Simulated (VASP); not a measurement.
Input:

```xyz
3
Lattice="2.0226 -3.5033 0.0000 2.0226 3.5033 0.0000 0.0000 0.0000 5.1689" Properties=species:S:1:pos:R:3 pbc="T T T"
Se     2.5285    -2.6271     3.4460
Se     3.0335     0.0000     0.0000
Se     2.5285     2.6271     1.7230
```

Method: vdW-DF-cx, VASP's PBE PAW potentials (set 64) (plane waves; VASP). Numerical set-up: 520 eV cut-off, 7×7×5 Γ-centred mesh, tetrahedra with Blöchl corrections, potentials Se.

What does the run give for the energy per atom (σ→0)?

```json
{
  "energy per atom (σ→0)": "-1.992 eV/atom"
}
```

Only differences to runs with the same potentials and settings are physical.

The compound is Se in the trig structure. It was relaxed first, which changed the volume by -11 %.
